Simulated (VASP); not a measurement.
OSZICAR of a VASP run on Ru (space group P6_3/mmc):

**OSZICAR**
```
       N       E                     dE             d eps       ncg     rms          rms(c)
DAV:   1     0.192262197197E+03    0.19226E+03   -0.13769E+04  4578   0.118E+03
DAV:   2    -0.156707841817E+02   -0.20793E+03   -0.20317E+03  4638   0.388E+02
DAV:   3    -0.197674640827E+02   -0.40967E+01   -0.40353E+01  4492   0.591E+01
DAV:   4    -0.198100542474E+02   -0.42590E-01   -0.42532E-01  5570   0.513E+00
DAV:   5    -0.198107680966E+02   -0.71385E-03   -0.71355E-03  4764   0.489E-01    0.175E+01
DAV:   6    -0.185789159283E+02    0.12319E+01   -0.32772E+00  4354   0.189E+01    0.469E+00
DAV:   7    -0.184912602270E+02    0.87656E-01   -0.26257E-01  4428   0.483E+00    0.113E+00
DAV:   8    -0.184819217854E+02    0.93384E-02   -0.65546E-03  4404   0.955E-01    0.155E-01
DAV:   9    -0.184818219983E+02    0.99787E-04   -0.42372E-04  5664   0.215E-01    0.463E-02
DAV:  10    -0.184818420716E+02   -0.20073E-04   -0.10559E-05  4552   0.295E-02    0.166E-02
DAV:  11    -0.184818384157E+02    0.36559E-05   -0.53095E-07  2588   0.639E-03    0.175E-03
DAV:  12    -0.184818381410E+02    0.27471E-06   -0.59728E-08  2196   0.170E-03
   1 F= -.18481838E+02 E0= -.18473606E+02  d E =-.184818E+02
       N       E                     dE             d eps       ncg     rms          rms(c)
DAV:   1    -0.190447709256E+02   -0.56293E+00   -0.12195E+01  4332   0.429E+01    0.554E+00
DAV:   2    -0.184693686092E+02    0.57540E+00   -0.17799E+00  4330   0.138E+01    0.113E+00
DAV:   3    -0.184620440020E+02    0.73246E-02   -0.70683E-02  4366   0.246E+00    0.494E-01
DAV:   4    -0.184661549221E+02   -0.41109E-02   -0.36919E-03  4450   0.517E-01    0.138E-01
DAV:   5    -0.184665618505E+02   -0.40693E-03   -0.54065E-04  5130   0.145E-01    0.479E-02
DAV:   6    -0.184665502908E+02    0.11560E-04   -0.26531E-05  5206   0.457E-02    0.786E-03
DAV:   7    -0.184665507799E+02   -0.48914E-06   -0.18983E-06  2894   0.127E-02
   2 F= -.18466551E+02 E0= -.18458019E+02  d E =0.152874E-01
       N       E                     dE             d eps       ncg     rms          rms(c)
DAV:   1    -0.187934974700E+02   -0.32695E+00   -0.65305E+00  4336   0.309E+01    0.486E+00
DAV:   2    -0.184872707940E+02    0.30623E+00   -0.91780E-01  4334   0.101E+01    0.728E-01
DAV:   3    -0.184808683201E+02    0.64025E-02   -0.46000E-02  4376   0.201E+00    0.515E-01
DAV:   4    -0.184838116473E+02   -0.29433E-02   -0.24676E-03  4458   0.414E-01    0.889E-02
DAV:   5    -0.184840845907E+02   -0.27294E-03   -0.22224E-04  5180   0.926E-02    0.331E-02
DAV:   6    -0.184840731892E+02    0.11402E-04   -0.12552E-05  4580   0.311E-02    0.402E-03
DAV:   7    -0.184840736639E+02   -0.47474E-06   -0.92707E-07  2556   0.918E-03
   3 F= -.18484074E+02 E0= -.18475763E+02  d E =-.223552E-02
       N       E                     dE             d eps       ncg     rms          rms(c)
DAV:   1    -0.184840881779E+02   -0.14989E-04   -0.33346E-04  4344   0.222E-01    0.323E-02
DAV:   2    -0.184840677143E+02    0.20464E-04   -0.45615E-05  4346   0.708E-02    0.525E-03
DAV:   3    -0.184840693623E+02   -0.16480E-05   -0.22596E-06  3340   0.142E-02    0.304E-03
DAV:   4    -0.184840731176E+02   -0.37553E-05   -0.22634E-07  2172   0.399E-03    0.402E-04
DAV:   5    -0.184840730946E+02    0.23065E-07   -0.31259E-08  2166   0.154E-03
   4 F= -.18484073E+02 E0= -.18475764E+02  d E =-.223495E-02
       N       E                     dE             d eps       ncg     rms          rms(c)
DAV:   1    -0.184847354713E+02   -0.66235E-03   -0.24700E-02  4366   0.136E+00    0.154E-01
DAV:   2    -0.184842230779E+02    0.51239E-03   -0.72943E-04  4346   0.255E-01    0.649E-02
DAV:   3    -0.184840997467E+02    0.12333E-03   -0.38236E-04  5208   0.136E-01    0.135E-02
DAV:   4    -0.184841056087E+02   -0.58620E-05   -0.10429E-05  5050   0.361E-02    0.895E-03
DAV:   5    -0.184840972682E+02    0.83405E-05   -0.72182E-07  2490   0.695E-03    0.361E-03
DAV:   6    -0.184840929496E+02    0.43186E-05   -0.20794E-07  2172   0.496E-03    0.474E-04
DAV:   7    -0.184840923154E+02    0.63424E-06   -0.41877E-08  2166   0.154E-03
   5 F= -.18484092E+02 E0= -.18475816E+02  d E =-.192209E-04
       N       E                     dE             d eps       ncg     rms          rms(c)
DAV:   1    -0.184841955008E+02   -0.10255E-03   -0.35402E-03  4364   0.515E-01    0.581E-02
DAV:   2    -0.184841122821E+02    0.83219E-04   -0.10495E-04  4348   0.964E-02    0.246E-02
DAV:   3    -0.184840999446E+02    0.12338E-04   -0.54864E-05  5190   0.516E-02    0.507E-03
DAV:   4    -0.184840979933E+02    0.19513E-05   -0.14015E-06  2756   0.137E-02    0.311E-03
DAV:   5    -0.184841017258E+02   -0.37325E-05   -0.15927E-07  2170   0.352E-03    0.111E-03
DAV:   6    -0.184841028761E+02   -0.11503E-05   -0.47892E-08  2162   0.174E-03    0.340E-04
DAV:   7    -0.184841032180E+02   -0.34185E-06   -0.17139E-08  2160   0.746E-04
   6 F= -.18484103E+02 E0= -.18475815E+02  d E =-.301234E-04
```

Which electronic solver shows in the log?

It is blocked Davidson (ALGO = Normal, or the opening steps of other solvers). The INCAR had ALGO = Normal.

Can the final energy be trusted as converged?

The calculation finished and met its thresholds. It stopped with EDIFF = 1E-6, NELM = 100, NSW = 50 and EDIFFG = -0.01 after 6 ionic steps (PBE GGA, plane waves, VASP's PBE PAW potentials (set 64)). At this cut-off the stress carries a Pulay error, which pulls relaxed volumes low.

The structure is a typed Ru crystal (P6_3/mmc). This run relaxes it. Symmetry was kept, so distortions that lower it aren't found. The run is one of a series of settings (EDIFFG = -0.01, IBRION = 2, ISIF = 3, NSW = 50 against the base run), some of them coarse on purpose.
